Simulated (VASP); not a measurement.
# Tellurium: structure and properties in VASP, part 4 of 4

Aim: relax Tellurium with r2SCAN, compute its properties on that cell and hold them against experiment. The start is a cell from a database of measured crystal structures.

VASP 6.6.1, plane waves and PAW; the level of theory is named at each step.

So far, gap on the k-mesh (eV): step 2 (full relaxation (r2SCAN)) 0.785; step 3 (second relaxation) 0.785; step 6 (density of states (r2SCAN)) 0.955. The relaxed cell has a = 4.605, c = 5.919 Å (conventional setting).

The database entry behind the starting cell differs from later determinations by our own check (inner coordinate of an old entry), so it need not match the best structure at ambient conditions.

### Step 8. Bands along the symmetry lines (r2SCAN + SOC)

This step: r2SCAN, spin-orbit coupling; plane waves and PAW (Te) (VASP 6.6.1).

Levels along the symmetry lines show where the bands peak and cross; KPOINTS_OPT computes them in the converged potential. Spin-orbit coupling needs spinors and the noncollinear program, where each band holds one electron.

INCAR

```
SYSTEM = Te
PREC = Accurate
ENCUT = 400
EDIFF = 1E-06
NELM = 100
ISMEAR = 0
SIGMA = 0.05
LREAL = .FALSE.
ALGO = Normal
METAGGA = R2SCAN
LASPH = .TRUE.
LNONCOLLINEAR = .TRUE.
MAGMOM = 0 0 0 0 0 0 0 0 0
NBANDS = 30
GGA_COMPAT = .FALSE.
LSORBIT = .TRUE.
LORBIT = 11
LWAVE = .FALSE.
LCHARG = .FALSE.
KPAR = 2
```

POSCAR

```
Te
1.0
    4.6053105293      0.0000000000      0.0000000000
   -2.3026552646      3.9883159107      0.0000000000
    0.0000000000      0.0000000000      5.9185311832
Te
3
Direct
    0.2547234923      0.0000000000      0.3333333333
    0.0000000000      0.2547234923      0.6666666667
    0.7452765077      0.7452765077      0.0000000000
```

KPOINTS

```
Automatic mesh
0
Gamma
4 4 3
0 0 0
```

KPOINTS_OPT

```
Line mode
16
Line-mode
Reciprocal
  0.00000000   0.00000000   0.00000000 GAMMA
  0.50000000   0.00000000   0.00000000 M

  0.50000000   0.00000000   0.00000000 M
  0.33333333   0.33333333   0.00000000 K

  0.33333333   0.33333333   0.00000000 K
  0.00000000   0.00000000   0.00000000 GAMMA

  0.00000000   0.00000000   0.00000000 GAMMA
  0.00000000   0.00000000   0.50000000 A

  0.00000000   0.00000000   0.50000000 A
  0.50000000   0.00000000   0.50000000 L

  0.50000000   0.00000000   0.50000000 L
  0.33333333   0.33333333   0.50000000 H

  0.33333333   0.33333333   0.50000000 H
  0.00000000   0.00000000   0.50000000 A

  0.50000000   0.00000000   0.50000000 L
  0.50000000   0.00000000   0.00000000 M

  0.33333333   0.33333333   0.00000000 K
  0.33333333   0.33333333   0.50000000 H
```

PAW data sets: Te (PBE family, release 64).

Launch:

```console
mpirun -np 2 vasp_ncl
```

What it wrote:

```text
[... set-up lines as in an earlier step ...]
 entering main loop
       N       E                     dE             d eps       ncg     rms          rms(c)
DAV:   1     0.130446955000E+01    0.13045E+01   -0.56185E+03   660   0.797E+02
DAV:   2    -0.740024577992E+02   -0.75307E+02   -0.72070E+02   870   0.141E+02
DAV:   3    -0.795345150770E+02   -0.55321E+01   -0.54856E+01   818   0.405E+01
DAV:   4    -0.796314507040E+02   -0.96936E-01   -0.96908E-01   786   0.639E+00
DAV:   5    -0.796338117736E+02   -0.23611E-02   -0.23610E-02   816   0.103E+00    0.102E+01
DAV:   6    -0.765317507613E+02    0.31021E+01   -0.49975E-01   690   0.515E+00    0.745E+00
DAV:   7    -0.765478110110E+02   -0.16060E-01   -0.32896E-02   780   0.123E+00    0.321E+00
DAV:   8    -0.765540157534E+02   -0.62047E-02   -0.10846E-02   732   0.757E-01    0.760E-01
DAV:   9    -0.765532001237E+02    0.81563E-03   -0.19747E-03   720   0.272E-01    0.116E-01
DAV:  10    -0.765533757541E+02   -0.17563E-03   -0.33017E-04   782   0.107E-01    0.513E-02
DAV:  11    -0.765534421597E+02   -0.66406E-04   -0.66501E-05   726   0.570E-02    0.216E-02
DAV:  12    -0.765534486482E+02   -0.64885E-05   -0.45873E-06   868   0.163E-02    0.103E-02
DAV:  13    -0.765534506648E+02   -0.20165E-05   -0.41188E-06   696   0.159E-02    0.666E-03
DAV:  14    -0.765534506898E+02   -0.25056E-07   -0.18244E-07   396   0.285E-03
   1 F= -.76553451E+02 E0= -.76553451E+02  d E =-.363138E-17  mag=     0.0000     0.0000    -0.0000
 Start KPOINTS_OPT (optional k-point list driver)
k-point batch [1-11\144]
       N       E                     dE             ncg
DAV:   1     0.867697544279E+03    0.56485E+02      660
DAV:   2    -0.225520668192E+02   -0.89025E+03      850
DAV:   3    -0.935736532549E+02   -0.71022E+02      802
DAV:   4    -0.949783282452E+02   -0.14047E+01      846
DAV:   5    -0.949979176736E+02   -0.19589E-01      780
DAV:   6    -0.949985651947E+02   -0.64752E-03      854
DAV:   7    -0.949985749297E+02   -0.97351E-05      782
DAV:   8    -0.949985751972E+02   -0.26742E-06      582
[...]
k-point batch [144-144\144]
       N       E                     dE             ncg
DAV:   1     0.466590053368E+04   -0.43214E+03       60
DAV:   2     0.459404424763E+04   -0.71856E+02       88
DAV:   3     0.458896765737E+04   -0.50766E+01       72
DAV:   4     0.458885971713E+04   -0.10794E+00       80
DAV:   5     0.458885870339E+04   -0.10137E-02       66
DAV:   6     0.458885867319E+04   -0.30208E-04       80
DAV:   7     0.458885867242E+04   -0.76768E-06       60
```

The job ended after 42 min (2 MPI ranks of AMD EPYC 7R43, shared host; peak memory 0.65 GiB; 84 min of CPU time).

OUTCAR, selected parts (step 8):

```text
   k-points           NKPTS =     11   k-points in BZ     NKDIM =     11   number of bands    NBANDS=     30

   NELECT =      18.0000    total number of electrons

 E-fermi :   5.1002

 k-point     1 :       0.0000    0.0000    0.0000
  band No.  band energies     occupation
    ...
     14       3.3310      1.00000
     15       3.3413      1.00000
     16       3.3413      1.00000
     17       4.3217      1.00000
     18       4.3217      1.00000
     19       5.9346      0.00000
     20       5.9346      0.00000
     21       6.4127      0.00000
     22       6.4127      0.00000
     23       6.8833      0.00000
    ...

  Total        0.2456664      0.2456664      0.1742531      0.0000000      0.0000000      0.0000000
  in kB        3.6207117      3.6207117      2.5681989      0.0000000      0.0000000      0.0000000
  external PRESSURE =       3.2698741 kB  Pullay stress =       0.0000000 kB

 POSITION                                       TOTAL-FORCE (eV/Angst)
 -----------------------------------------------------------------------------------
      1.17308      0.00000      1.97284         0.049331     -0.000000      0.000000
     -0.58654      1.01592      3.94569        -0.024665      0.042721     -0.000000
      1.71611      2.97240      0.00000        -0.024665     -0.042721     -0.000000
 -----------------------------------------------------------------------------------
    total drift:                               -0.000000     -0.000000     -0.000000

  FREE ENERGIE OF THE ION-ELECTRON SYSTEM (eV)
  ---------------------------------------------------
  free  energy   TOTEN  =       -76.5534506898 eV

  energy  without entropy=      -76.5534506898  energy(sigma->0) =      -76.55345069

 Spin-Orbit-Coupling matrix elements
 Ion:    1  E_soc:     -0.2207031
 Ion:    2  E_soc:     -0.2207031
 Ion:    3  E_soc:     -0.2207031

 magnetization (x)
# of ion       s       p       d       tot
------------------------------------------
    1       -0.000   0.000   0.000  -0.000
    2        0.000  -0.000  -0.000   0.000
    3        0.000  -0.000  -0.000   0.000
--------------------------------------------------
tot          0.000  -0.000  -0.000   0.000

 magnetization (y)
# of ion       s       p       d       tot
------------------------------------------
    1       -0.000   0.000  -0.000  -0.000
    2       -0.000   0.000   0.000  -0.000
    3        0.000  -0.000  -0.000   0.000
--------------------------------------------------
tot         -0.000   0.000  -0.000   0.000

 magnetization (z)
# of ion       s       p       d       tot
------------------------------------------
    1        0.000   0.000   0.000   0.000
    2        0.000   0.000  -0.000  -0.000
    3        0.000   0.000  -0.000  -0.000
--------------------------------------------------
tot          0.000   0.000   0.000   0.000

[... 7 parts as in an earlier step ...]

[... 9 further parts left out ...]
```

This step gave:

- SCF cycles: 14
- bands: 30
- irreducible k-points: 11
- free energy (TOTEN): -76.5535 eV
- Fermi energy: 5.100 eV
- pressure: 0.3270 GPa
- least gap on mesh and path: 0.2921 eV
- least direct gap on mesh and path: 0.3038 eV
- valence top at k: 0.3333, 0.3333, 0.4667
- conduction bottom at k: 0.3333, 0.3333, 0.5
- least direct gap at k: 0.3333, 0.3333, 0.5

On-site spin-orbit energy by atom:

```tsv
atom	on-site spin-orbit energy (eV)
Te1	-0.221
Te2	-0.221
Te3	-0.221
```

Electronic bands along the path, in eV, zero at the valence-band top; v1 is the highest filled band, c1 the lowest empty one:

```tsv
point	v4	v3	v2	v1	c1	c2	c3	c4
Γ	-1.84	-1.84	-0.86	-0.86	0.76	0.76	1.24	1.24
0.53 of the way	-1.50	-1.25	-1.11	-0.96	1.01	1.08	1.25	1.28
M	-1.45	-1.45	-1.11	-1.11	1.09	1.09	1.26	1.26
0.47 of the way	-2.06	-1.99	-1.79	-1.77	1.68	1.72	2.07	2.09
K	-2.92	-2.88	-2.42	-2.42	2.62	2.67	2.81	2.81
0.47 of the way	-1.84	-1.77	-1.45	-1.39	1.57	1.62	1.73	1.76
Γ	-1.84	-1.84	-0.86	-0.86	0.76	0.76	1.24	1.24
0.53 of the way	-1.69	-1.60	-1.08	-0.96	0.56	0.58	0.81	1.00
A	-1.45	-1.45	-1.28	-1.28	0.52	0.52	0.65	0.65
0.53 of the way	-1.92	-1.85	-1.33	-1.19	1.07	1.24	1.80	1.95
L	-2.02	-2.02	-0.27	-0.27	0.93	0.93	1.84	1.84
0.53 of the way	-1.28	-1.27	-0.18	-0.18	0.75	0.78	1.63	1.67
H	-0.38	-0.38	-0.11	-0.01	0.29	0.29	1.54	1.57
0.47 of the way	-1.50	-1.45	-1.07	-0.99	0.82	0.90	2.01	2.03
A	-1.45	-1.45	-1.28	-1.28	0.52	0.52	0.65	0.65
jump to L	-2.02	-2.02	-0.27	-0.27	0.93	0.93	1.84	1.84
0.47 of the way	-1.85	-1.76	-1.47	-1.18	1.16	1.24	1.91	2.17
M	-1.45	-1.45	-1.11	-1.11	1.09	1.09	1.26	1.26
jump to K	-2.92	-2.88	-2.42	-2.42	2.62	2.67	2.81	2.81
0.53 of the way	-1.55	-1.42	-1.12	-0.84	1.56	1.70	2.30	2.38
H	-0.38	-0.38	-0.11	-0.01	0.29	0.29	1.54	1.57
```

The gap moves by -0.19 eV against r2SCAN, which ran on another mesh.

The path shows an indirect gap of 0.29 eV (valence top between K and H, conduction bottom at H). The least direct gap is 0.30 eV.

### Step 9. Ionic relaxation at fixed cell (r2SCAN), changed input

This step: r2SCAN; plane waves and PAW (Te) (VASP 6.6.1).

This run is made with a changed input; what comes of it follows.

INCAR

```
SYSTEM = Te
PREC = Accurate
ENCUT = 400
EDIFF = 1E-06
NELM = 69
ISMEAR = 0
SIGMA = 0.05
LREAL = .FALSE.
ALGO = Normal
METAGGA = R2SCAN
LASPH = .TRUE.
NBANDS = 8
LORBIT = 11
LWAVE = .FALSE.
LCHARG = .FALSE.
KPAR = 2
IBRION = 2
NSW = 30
ISIF = 2
EDIFFG = -0.01
```

POSCAR is that of step 8.

KPOINTS

```
Automatic mesh
0
Gamma
5 5 4
0 0 0
```

Launch:

```console
mpirun -np 2 vasp_std
```

What it wrote:

```text
[banner, memory and clock lines left out]
running    2 mpi-ranks, on    1 nodes
[...]
|                                                                             |
|               ----> ADVICE to this user running VASP <----                  |
|                                                                             |
|     You enforced a specific xc type in the INCAR file but a different       |
|     [... a line on the potential file left out ...]
|     I HOPE YOU KNOW WHAT YOU ARE DOING!                                     |
|                                                                             |

 LDA part: xc-table for (None), standard interpolation
|                                                                             |
|     EEEEEEE  RRRRRR   RRRRRR   OOOOOOO  RRRRRR      ###     ###     ###     |
|     E        R     R  R     R  O     O  R     R     ###     ###     ###     |
|     E        R     R  R     R  O     O  R     R     ###     ###     ###     |
|     EEEEE    RRRRRR   RRRRRR   O     O  RRRRRR       #       #       #      |
|     E        R   R    R   R    O     O  R   R                               |
|     E        R    R   R    R   O     O  R    R      ###     ###     ###     |
|     EEEEEEE  R     R  R     R  OOOOOOO  R     R     ###     ###     ###     |
|                                                                             |
|     The number of bands is not sufficient to hold all electrons. I am       |
|     sorry, but this calculation does not make sense. If you want to         |
|     calculate only selected states, you need to set either EFERMI or        |
|     EREF. EREF specifies around which energy states are supposed to be      |
|     calculated.                                                             |
|     I found NBANDS = 8, NELECT = 18.                                        |
|                                                                             |
|       ---->  I REFUSE TO CONTINUE WITH THIS SICK JOB ... BYE!!! <----       |
|                                                                             |

1
1
```

Wall time 4.2 s (2 MPI ranks).

VASP stopped before it finished a first electronic cycle.

VASP's message: “The number of bands is not sufficient to hold all electrons. I am sorry, but this calculation does not make sense. If you want to”. No number of this run is used.

The fault in the input: too few bands (NBANDS = 8). Raise NBANDS over half the electron count, with some empty bands.

### Step 10. Outcome

| Property | Result |
| --- | --- |
| relaxed volume | 36.24 Å³/atom |
| relaxed conventional cell a, b, c | 4.605, 4.605, 5.919 Å; angles 90.0, 90.0, 120.0° |
| space group after relaxing, within 0.02 Å | P3_121 (No. 152) |
| band gap | 0.478 eV, indirect (least direct gap of that run 0.526 eV) |
| gap among the points of the DOS mesh alone, an upper bound | 0.955 eV |
| highest zone-centre mode | 143 cm⁻¹ |
| band gap (r2SCAN + SOC) | 0.292 eV, indirect (least direct gap of that run 0.304 eV) |

With r2SCAN, Tellurium relaxes to 36.24 Å³/atom in space group P3_121 (held by the symmetry of the run) and has an indirect gap of 0.478 eV. Against the listed cell the volume lies +6.8 % (a +3.4 %, c -0.1 %). Band structure (r2SCAN): The path shows an indirect gap of 0.48 eV (valence top between L and H, conduction bottom at H). The least direct gap is 0.53 eV. Vibrations at Γ (r2SCAN): The highest mode in this list at Γ lies at 143.5 cm⁻¹. Bands along the symmetry lines (r2SCAN + SOC): The path shows an indirect gap of 0.29 eV (valence top between K and H, conduction bottom at H). The least direct gap is 0.30 eV. Semilocal functionals usually underestimate gaps. Modes at Γ alone can't show that the crystal is stable at other wave vectors, and the LO-TO splitting is not included. The bonds form chains, and without a dispersion term the spacing between them, and what depends on it, is unreliable. No search among competing phases was made. All values are for a static lattice at zero temperature.

Comparison with the measured values:

| quantity | measured | r2SCAN |
| --- | --- | --- |
| Raman mode, A1 (cm⁻¹) | 120 | 129 (+7.6 %) |

Measured values from arxiv:2102.11580 (2021).

**Verdict.** The Raman mode is off by +7.6 %: a clear miss. The grades are ours: good and fair within 3 and 7 % for the Raman mode. 2 further measured lines are left out: they lack a usable label, or no computed mode of their label or degeneracy could be paired (by label, or within 15 % without labels). For Raman mode the calculation has a static lattice, without zero-point motion or thermal expansion (measured at up to 300 K).

[Lines on the potential files, build, host, timing and source positions are cut from VASP's logs without a mark.]

[Logs are printed without paths, hosts, clocks, repeated set-up lines and the standing remarks that a program may print on its own settings, such as how far it seeks lower states.]

[Hosts, paths, dates, database ids (printed as entryN), source tags and the programs' standing remarks are cut or masked in the printed files.]

[A measured line is paired with the nearest computed mode of its activity, which favours agreement.]
